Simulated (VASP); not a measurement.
# A VASP study of HfPbO3 (optB86b-vdW): structure first, properties next, part 5 of 5

What structure does HfPbO3 take at this level, and what are its properties? Left out of this account: 1 further run (relaxation: a spoilt try). The start is a computed cell from the Materials Project.

VASP 6.6.1; optB86b-vdW; plane waves and PAW (Hf_pv, Pb_d, O).

So far, gap on the k-mesh (eV): step 2 (full relaxation (optB86b-vdW)) 2.46; step 6 (total and projected DOS (optB86b-vdW)) 2.46; step 8 (volume scan with optB86b-vdW) 2.51.

**9. Volume scan with optB86b-vdW (run 2)**

The input, INCAR:

```
SYSTEM = HfPbO3
PREC = Accurate
ENCUT = 520
EDIFF = 1E-06
NELM = 100
ISMEAR = 0
SIGMA = 0.05
LREAL = .FALSE.
ALGO = Normal
GGA = MK
AGGAC = 0
LUSE_VDW = .TRUE.
PARAM1 = 0.1234
PARAM2 = 1
LASPH = .TRUE.
NBANDS = 27
LORBIT = 11
LWAVE = .FALSE.
LCHARG = .FALSE.
KPAR = 4
ISIF = 2
```

The input, POSCAR:

```
HfPbO3
1.0
    4.0724869612      0.0000000000      0.0000000000
    0.0000000000      4.0724869612      0.0000000000
    0.0000000000      0.0000000000      4.0724869612
Hf Pb O
1 1 3
Direct
    0.5000000000      0.5000000000      0.5000000000
    0.0000000000      0.0000000000      0.0000000000
    0.0000000000      0.5000000000      0.5000000000
    0.5000000000      0.0000000000      0.5000000000
    0.5000000000      0.5000000000      0.0000000000
```

The input, KPOINTS:

```
Automatic mesh
0
Gamma
6 6 6
0 0 0
```

PAW data sets: Hf_pv, Pb_d and O (PBE family, release 64).

Started as:

```bash
> mpirun -np 4 vasp_std
```

The log of the run:

```text
[... set-up lines as in an earlier step ...]
 entering main loop
       N       E                     dE             d eps       ncg     rms          rms(c)
DAV:   1     0.444654767367E+03    0.44465E+03   -0.22447E+04  1080   0.176E+03
DAV:   2     0.435235052948E+01   -0.44030E+03   -0.42281E+03  1225   0.470E+02
DAV:   3    -0.376546141332E+02   -0.42007E+02   -0.41361E+02  1343   0.148E+02
DAV:   4    -0.391091009747E+02   -0.14545E+01   -0.14484E+01  1253   0.277E+01
DAV:   5    -0.391628785915E+02   -0.53778E-01   -0.53768E-01  1413   0.532E+00    0.701E+01
DAV:   6    -0.314786349362E+02    0.76842E+01   -0.39539E+01  1348   0.398E+01    0.580E+01
DAV:   7    -0.313280816212E+02    0.15055E+00   -0.25090E+00  1164   0.970E+00    0.338E+01
DAV:   8    -0.312823560202E+02    0.45726E-01   -0.23009E-01  1328   0.573E+00    0.642E+00
DAV:   9    -0.312744705349E+02    0.78855E-02   -0.61708E-02  1275   0.166E+00    0.144E+00
DAV:  10    -0.312745738663E+02   -0.10333E-03   -0.29522E-03  1373   0.900E-01    0.411E-01
DAV:  11    -0.312747765398E+02   -0.20267E-03   -0.68294E-04  1507   0.282E-01    0.130E-01
DAV:  12    -0.312747561576E+02    0.20382E-04   -0.15261E-04  1413   0.202E-01    0.250E-02
DAV:  13    -0.312747573345E+02   -0.11768E-05   -0.12267E-05  1419   0.300E-02    0.760E-03
DAV:  14    -0.312747573793E+02   -0.44814E-07   -0.84121E-07   586   0.839E-03
   1 F= -.31274757E+02 E0= -.31274757E+02  d E =-.123156E-20
```

Elapsed: 34 s, on 4 MPI ranks of Intel Xeon Platinum 8488C (Sapphire Rapids), shared host; peak memory 1.5 GiB; 2.2 min of CPU time.

OUTCAR, selected parts (step 9):

```text
   ENCUT  =  520.0 eV  38.22 Ry    6.18 a.u.   7.57  7.57  7.57*2*pi/ulx,y,z

   NELECT =      42.0000    total number of electrons

 E-fermi :   4.7953

 k-point     1 :       0.0000    0.0000    0.0000
  band No.  band energies     occupation
    ...
     17       3.3181      2.00000
     18       3.3181      2.00000
     19       3.9985      2.00000
     20       3.9985      2.00000
     21       3.9985      2.00000
     22       8.7754      0.00000
     23       8.7754      0.00000
     24       8.7754      0.00000
     25      11.2676      0.00000
     26      11.2676      0.00000
    ...

Total vdW correction in eV:      7.2678478

  Total        3.3011522      3.3011522      3.3011522     -0.0000000      0.0000000     -0.0000000
  in kB       78.3063575     78.3063575     78.3063575     -0.0000000      0.0000000     -0.0000000
  external PRESSURE =      78.3063575 kB  Pullay stress =       0.0000000 kB

 POSITION                                       TOTAL-FORCE (eV/Angst)
 -----------------------------------------------------------------------------------
      2.03624      2.03624      2.03624         0.000000      0.000000      0.000000
      0.00000      0.00000      0.00000         0.000000      0.000000      0.000000
      0.00000      2.03624      2.03624         0.000000      0.000000      0.000000
      2.03624      0.00000      2.03624         0.000000      0.000000      0.000000
      2.03624      2.03624      0.00000         0.000000      0.000000      0.000000
 -----------------------------------------------------------------------------------
    total drift:                                0.000000      0.000000     -0.000000

  FREE ENERGIE OF THE ION-ELECTRON SYSTEM (eV)
  ---------------------------------------------------
  free  energy   TOTEN  =       -31.2747573793 eV

  energy  without entropy=      -31.2747573793  energy(sigma->0) =      -31.27475738

Total vdW correction in eV:      7.2678105

[... 4 parts as in an earlier step ...]

[... 12 further parts left out ...]
```

Numbers from this step:

```yaml
free_energy_toten: -31.27 eV
fermi_energy: 4.795 eV
pressure: 7.831 GPa
gap_on_the_k_mesh: 2.508 eV
least_direct_gap_on_the_k_mesh: 2.508 eV
```

The pressure falls from 12.45 to 7.83 GPa.

The run ends at a pressure of 7.83 GPa.

**10. Volume scan with optB86b-vdW (run 3)**

INCAR is that of step 9.

POSCAR, as its differences from that of step 9:

```diff
@@ -2,5 +2,5 @@
 1.0
-    4.0724869612      0.0000000000      0.0000000000
-    0.0000000000      4.0724869612      0.0000000000
-    0.0000000000      0.0000000000      4.0724869612
+    4.1005739658      0.0000000000      0.0000000000
+    0.0000000000      4.1005739658      0.0000000000
+    0.0000000000      0.0000000000      4.1005739658
 Hf Pb O
```

KPOINTS is that of step 9.

Started as:

```bash
> mpirun -np 4 vasp_std
```

The log of the run:

```text
[... set-up lines as in an earlier step ...]
 entering main loop
       N       E                     dE             d eps       ncg     rms          rms(c)
DAV:   1     0.460614032322E+03    0.46061E+03   -0.22233E+04  1080   0.175E+03
DAV:   2     0.767223323118E+01   -0.45294E+03   -0.43572E+03  1236   0.482E+02
DAV:   3    -0.375005692368E+02   -0.45173E+02   -0.44480E+02  1306   0.152E+02
DAV:   4    -0.392078993788E+02   -0.17073E+01   -0.17012E+01  1290   0.305E+01
[...]
DAV:  12    -0.313268050840E+02    0.16519E-04   -0.14359E-04  1382   0.195E-01    0.298E-02
DAV:  13    -0.313268061950E+02   -0.11110E-05   -0.12027E-05  1490   0.320E-02    0.710E-03
DAV:  14    -0.313268062901E+02   -0.95050E-07   -0.90991E-07   623   0.860E-03
   1 F= -.31326806E+02 E0= -.31326806E+02  d E =-.365628E-11
```

It took 34 s on 4 MPI ranks; peak memory 1.5 GiB.

OUTCAR, selected parts (step 10):

```text
  Total        1.5887994      1.5887994      1.5887994     -0.0000000     -0.0000000      0.0000000
  in kB       36.9186393     36.9186393     36.9186393     -0.0000000     -0.0000000      0.0000000
  external PRESSURE =      36.9186393 kB  Pullay stress =       0.0000000 kB

 POSITION                                       TOTAL-FORCE (eV/Angst)
 -----------------------------------------------------------------------------------
      2.05029      2.05029      2.05029         0.000000      0.000000      0.000000
      0.00000      0.00000      0.00000         0.000000      0.000000      0.000000
      0.00000      2.05029      2.05029         0.000000      0.000000      0.000000
      2.05029      0.00000      2.05029         0.000000      0.000000      0.000000
      2.05029      2.05029      0.00000         0.000000      0.000000      0.000000
 -----------------------------------------------------------------------------------
    total drift:                                0.000000      0.000000     -0.000000

  FREE ENERGIE OF THE ION-ELECTRON SYSTEM (eV)
  ---------------------------------------------------
  free  energy   TOTEN  =       -31.3268062901 eV

  energy  without entropy=      -31.3268062900  energy(sigma->0) =      -31.32680629

[... 1 part as in an earlier step ...]

[... 2 further parts left out ...]
[key lines of the parts left out:]
E-fermi :   4.4575
```

The pressure falls from 7.83 to 3.69 GPa.

The run ends at a pressure of 3.69 GPa.

**11. Volume scan with optB86b-vdW (run 4)**

INCAR is that of step 10.

POSCAR, as its differences from that of step 10:

```diff
@@ -2,5 +2,5 @@
 1.0
-    4.1005739658      0.0000000000      0.0000000000
-    0.0000000000      4.1005739658      0.0000000000
-    0.0000000000      0.0000000000      4.1005739658
+    4.1282813871      0.0000000000      0.0000000000
+    0.0000000000      4.1282813871      0.0000000000
+    0.0000000000      0.0000000000      4.1282813871
 Hf Pb O
```

KPOINTS is that of step 10.

Started as:

```bash
> mpirun -np 4 vasp_std
```

The log of the run:

```text
[... set-up lines as in an earlier step ...]
 entering main loop
       N       E                     dE             d eps       ncg     rms          rms(c)
[... 14 cycles as in an earlier step ...]
   1 F= -.31344360E+02 E0= -.31344360E+02  d E =-.182744E-10
```

Run time: 59 s. Hardware: 4 MPI ranks; peak memory 1.6 GiB; 3.8 min of CPU time.

Parts of OUTCAR (step 11):

```text
[... 6 parts as in an earlier step ...]

[... 1 further part left out ...]
[key lines of the parts left out:]
E-fermi :   4.2579
```

The pressure falls from 3.69 to -0.02 GPa.

The run ends at a pressure of -0.02 GPa.

**12. Volume scan with optB86b-vdW (run 5)**

INCAR is that of step 11.

POSCAR, as its differences from that of step 11:

```diff
@@ -2,5 +2,5 @@
 1.0
-    4.1282813871      0.0000000000      0.0000000000
-    0.0000000000      4.1282813871      0.0000000000
-    0.0000000000      0.0000000000      4.1282813871
+    4.1556217957      0.0000000000      0.0000000000
+    0.0000000000      4.1556217957      0.0000000000
+    0.0000000000      0.0000000000      4.1556217957
 Hf Pb O
```

KPOINTS is that of step 11.

Started as:

```bash
> mpirun -np 4 vasp_std
```

The log of the run:

```text
[... set-up lines as in an earlier step ...]
 entering main loop
       N       E                     dE             d eps       ncg     rms          rms(c)
DAV:   1     0.443660374722E+03    0.44366E+03   -0.22088E+04  1080   0.172E+03
DAV:   2     0.820166498394E+01   -0.43546E+03   -0.41789E+03  1218   0.461E+02
DAV:   3    -0.374429360505E+02   -0.45645E+02   -0.44867E+02  1281   0.151E+02
DAV:   4    -0.393170668480E+02   -0.18741E+01   -0.18656E+01  1306   0.316E+01
[...]
DAV:  12    -0.313310309893E+02    0.10577E-04   -0.12624E-04  1396   0.178E-01    0.330E-02
DAV:  13    -0.313310324070E+02   -0.14176E-05   -0.11950E-05  1499   0.334E-02    0.757E-03
DAV:  14    -0.313310326112E+02   -0.20427E-06   -0.11753E-06   732   0.100E-02
   1 F= -.31331033E+02 E0= -.31331033E+02  d E =-.192000E-20
```

It took 53 s on 4 MPI ranks; peak memory 1.6 GiB.

OUTCAR, selected parts (step 12):

```text
  Total       -1.5006845     -1.5006845     -1.5006845     -0.0000000     -0.0000000      0.0000000
  in kB      -33.5036353    -33.5036353    -33.5036353     -0.0000000     -0.0000000      0.0000000
  external PRESSURE =     -33.5036353 kB  Pullay stress =       0.0000000 kB

 POSITION                                       TOTAL-FORCE (eV/Angst)
 -----------------------------------------------------------------------------------
      2.07781      2.07781      2.07781         0.000000      0.000000      0.000000
      0.00000      0.00000      0.00000         0.000000      0.000000      0.000000
      0.00000      2.07781      2.07781         0.000000      0.000000      0.000000
      2.07781      0.00000      2.07781         0.000000      0.000000      0.000000
      2.07781      2.07781      0.00000         0.000000      0.000000      0.000000
 -----------------------------------------------------------------------------------
    total drift:                                0.000000     -0.000000     -0.000000

  FREE ENERGIE OF THE ION-ELECTRON SYSTEM (eV)
  ---------------------------------------------------
  free  energy   TOTEN  =       -31.3310326112 eV

  energy  without entropy=      -31.3310326112  energy(sigma->0) =      -31.33103261

[... 1 part as in an earlier step ...]

[... 2 further parts left out ...]
[key lines of the parts left out:]
E-fermi :   4.2037
```

The pressure falls from -0.02 to -3.35 GPa.

The run ends at a pressure of -3.35 GPa.

**13. Volume scan with optB86b-vdW (run 6)**

INCAR is that of step 12.

POSCAR, as its differences from that of step 12:

```diff
@@ -2,5 +2,5 @@
 1.0
-    4.1556217957      0.0000000000      0.0000000000
-    0.0000000000      4.1556217957      0.0000000000
-    0.0000000000      0.0000000000      4.1556217957
+    4.1826071090      0.0000000000      0.0000000000
+    0.0000000000      4.1826071090      0.0000000000
+    0.0000000000      0.0000000000      4.1826071090
 Hf Pb O
```

KPOINTS is that of step 12.

Started as:

```bash
> mpirun -np 4 vasp_std
```

The log of the run:

```text
[... set-up lines as in an earlier step ...]
 entering main loop
       N       E                     dE             d eps       ncg     rms          rms(c)
DAV:   1     0.447072082776E+03    0.44707E+03   -0.21886E+04  1080   0.172E+03
DAV:   2     0.713360948863E+01   -0.43994E+03   -0.42215E+03  1233   0.470E+02
DAV:   3    -0.376972747618E+02   -0.44831E+02   -0.44120E+02  1302   0.150E+02
DAV:   4    -0.393320750188E+02   -0.16348E+01   -0.16282E+01  1282   0.305E+01
[...]
DAV:  12    -0.312898225181E+02    0.84647E-05   -0.11713E-04  1358   0.167E-01    0.385E-02
DAV:  13    -0.312898244211E+02   -0.19030E-05   -0.12123E-05  1572   0.310E-02    0.891E-03
DAV:  14    -0.312898246403E+02   -0.21921E-06   -0.12166E-06   763   0.100E-02
   1 F= -.31289825E+02 E0= -.31289825E+02  d E =-.641285E-18
```

Elapsed: 56 s, on 4 MPI ranks; peak memory 1.6 GiB.

From OUTCAR (step 13):

```text
  Total       -2.8939360     -2.8939360     -2.8939360      0.0000000      0.0000000     -0.0000000
  in kB      -63.3662907    -63.3662907    -63.3662907      0.0000000      0.0000000     -0.0000000
  external PRESSURE =     -63.3662907 kB  Pullay stress =       0.0000000 kB

 POSITION                                       TOTAL-FORCE (eV/Angst)
 -----------------------------------------------------------------------------------
      2.09130      2.09130      2.09130         0.000000      0.000000      0.000000
      0.00000      0.00000      0.00000         0.000000      0.000000      0.000000
      0.00000      2.09130      2.09130         0.000000      0.000000      0.000000
      2.09130      0.00000      2.09130         0.000000      0.000000      0.000000
      2.09130      2.09130      0.00000         0.000000      0.000000      0.000000
 -----------------------------------------------------------------------------------
    total drift:                                0.000000     -0.000000     -0.000000

  FREE ENERGIE OF THE ION-ELECTRON SYSTEM (eV)
  ---------------------------------------------------
  free  energy   TOTEN  =       -31.2898246403 eV

  energy  without entropy=      -31.2898246403  energy(sigma->0) =      -31.28982464

[... 1 part as in an earlier step ...]

[... 2 further parts left out ...]
[key lines of the parts left out:]
E-fermi :   4.0238
```

The pressure falls from -3.35 to -6.34 GPa.

The run ends at a pressure of -6.34 GPa.

**14. Volume scan with optB86b-vdW (run 7)**

A prediction first. A parabola through the 6 pressures of evenly scaled cells so far, P = -0.03 -176.4 t +406 t² GPa with t = ln(V/V₁) and V₁ the volume at scale 1, gives -8.93 GPa at t = +0.0583.

INCAR is that of step 13.

POSCAR, as its differences from that of step 13:

```diff
@@ -2,5 +2,5 @@
 1.0
-    4.1826071090      0.0000000000      0.0000000000
-    0.0000000000      4.1826071090      0.0000000000
-    0.0000000000      0.0000000000      4.1826071090
+    4.2092486369      0.0000000000      0.0000000000
+    0.0000000000      4.2092486369      0.0000000000
+    0.0000000000      0.0000000000      4.2092486369
 Hf Pb O
```

KPOINTS is that of step 13.

Started as:

```bash
> mpirun -np 4 vasp_std
```

The log of the run:

```text
[... set-up lines as in an earlier step ...]
 entering main loop
       N       E                     dE             d eps       ncg     rms          rms(c)
DAV:   1     0.440455939959E+03    0.44046E+03   -0.21853E+04  1080   0.169E+03
DAV:   2     0.899926493007E+01   -0.43146E+03   -0.41553E+03  1192   0.462E+02
DAV:   3    -0.377265493272E+02   -0.46726E+02   -0.45912E+02  1356   0.151E+02
DAV:   4    -0.393373024689E+02   -0.16108E+01   -0.16057E+01  1293   0.292E+01
[...]
DAV:  12    -0.312237658663E+02    0.66454E-05   -0.11381E-04  1357   0.163E-01    0.372E-02
DAV:  13    -0.312237680682E+02   -0.22019E-05   -0.12749E-05  1535   0.316E-02    0.108E-02
DAV:  14    -0.312237683005E+02   -0.23235E-06   -0.13725E-06   807   0.100E-02
   1 F= -.31223768E+02 E0= -.31223768E+02  d E =-.672305E-16
```

Wall time 51 s (4 MPI ranks); peak memory 1.6 GiB; 3.3 min of CPU time.

Parts of OUTCAR (step 14):

```text
  Total       -4.1967830     -4.1967830     -4.1967830     -0.0000000      0.0000000     -0.0000000
  in kB      -90.1598856    -90.1598856    -90.1598856     -0.0000000      0.0000000     -0.0000000
  external PRESSURE =     -90.1598856 kB  Pullay stress =       0.0000000 kB

 POSITION                                       TOTAL-FORCE (eV/Angst)
 -----------------------------------------------------------------------------------
      2.10462      2.10462      2.10462         0.000000      0.000000      0.000000
      0.00000      0.00000      0.00000         0.000000      0.000000      0.000000
      0.00000      2.10462      2.10462         0.000000      0.000000      0.000000
      2.10462      0.00000      2.10462         0.000000      0.000000      0.000000
      2.10462      2.10462      0.00000         0.000000      0.000000      0.000000
 -----------------------------------------------------------------------------------
    total drift:                                0.000000     -0.000000     -0.000000

  FREE ENERGIE OF THE ION-ELECTRON SYSTEM (eV)
  ---------------------------------------------------
  free  energy   TOTEN  =       -31.2237683005 eV

  energy  without entropy=      -31.2237683005  energy(sigma->0) =      -31.22376830

[... 1 part as in an earlier step ...]

[... 2 further parts left out ...]
[key lines of the parts left out:]
E-fermi :   3.8532
```

The pressure falls from -6.34 to -9.02 GPa. The parabola predicted -8.93 GPa, +0.08 GPa off.

**15. Side by side**

Times are for 4 MPI ranks of Intel Xeon Platinum 8488C (Sapphire Rapids), shared host. The series side by side:

```
no.  volume scale  energy above the lowest point (meV/atom)  pressure (GPa)  gap on the k-mesh (eV)  time  memory (GiB)
  1          0.94                                     32.02           12.45                   2.513  52 s           1.5
  2          0.96                                     13.92           7.831                   2.508  34 s           1.5
  3          0.98                                      3.51           3.692                   2.500  34 s           1.5
  4             1                                         0        -0.02192                    2.46  59 s           1.6
  5          1.02                                      2.67          -3.350                   2.398  53 s           1.6
  6          1.04                                     10.91          -6.337                   2.338  56 s           1.6
  7          1.06                                     24.12          -9.016                   2.281  51 s           1.6
```

**16. Fit for optB86b-vdW**

This step: Birch-Murnaghan fit, optB86b-vdW; plane waves and PAW (VASP 6.6.1).

Derived from the runs above.

Numbers from this step:

| Item | Value |
| --- | --- |
| pressure derivative of the bulk modulus | 4.408 |
| r.m.s. error of the fit | 3.35e-6 eV/atom |
| minimum inside the sampled range | yes |
| bulk modulus | 175.2 GPa |
| equilibrium volume of the fit | 14.09 Å³/atom |

Energy above the fitted minimum against volume:

```
volume (Å³/atom)  energy above the fitted minimum (eV/atom)
          13.227                                     0.0320
          13.509                                     0.0139
          13.790                                    0.00352
          14.071                                     1.0e-5
          14.353                                    0.00268
          14.634                                     0.0109
          14.916                                     0.0241
```

The fitted volume lies +0.10 % from the relaxed one.

**17. Outcome**

```
relaxed volume                                             : 14.07 Å³/atom
relaxed conventional cell a, b, c                          : 4.128, 4.128, 4.128 Å
space group after relaxing, within 0.02 Å                  : Pm-3m (No. 221)
band gap                                                   : 2.46 eV, indirect (least direct gap of that run 2.49 eV)
gap among the points of the DOS mesh alone, an upper bound : 2.46 eV
highest zone-centre mode                                   : 575 cm⁻¹
imaginary zone-centre modes                                : 3, down to 103i cm⁻¹
bulk modulus from the fit                                  : 175 GPa
volume from the fit                                        : 14.1 Å³/atom
```

What this shows: With optB86b-vdW, HfPbO3 relaxes to 14.07 Å³/atom in space group Pm-3m (held by the symmetry of the run), has an indirect gap of 2.46 eV and has a bulk modulus of 175 GPa. Band structure (optB86b-vdW): The path shows an indirect gap of 2.46 eV (valence top at M, conduction bottom at X). The least direct gap is 2.49 eV. Vibrations at Γ (optB86b-vdW): The highest mode in this list at Γ, 575.1 cm⁻¹, is mostly motion of O (98 % of the kinetic energy). 3 modes are imaginary, down to 102.7i cm⁻¹: the energy falls along them. Spin-orbit coupling is left out, and with elements this heavy it would split and shift bands near the edges, and it can change the kind of a small gap. Imaginary modes at Γ mean that the cell would distort to a lower symmetry. No search among competing phases was made, and a listed structure need not be the one stable at ambient conditions. All values are for a static lattice at zero temperature.

[Lines on the potential files, build, host, timing and source positions are cut from VASP's logs without a mark.]

[Logs are printed without paths, hosts, clocks, repeated set-up lines and the standing remarks that a program may print on its own settings, such as how far it seeks lower states.]

[Hosts, paths, dates, database ids (printed as entryN), source tags and the programs' standing remarks are cut or masked in the printed files.]

[A measured line is paired with the nearest computed mode of its activity, which favours agreement.]
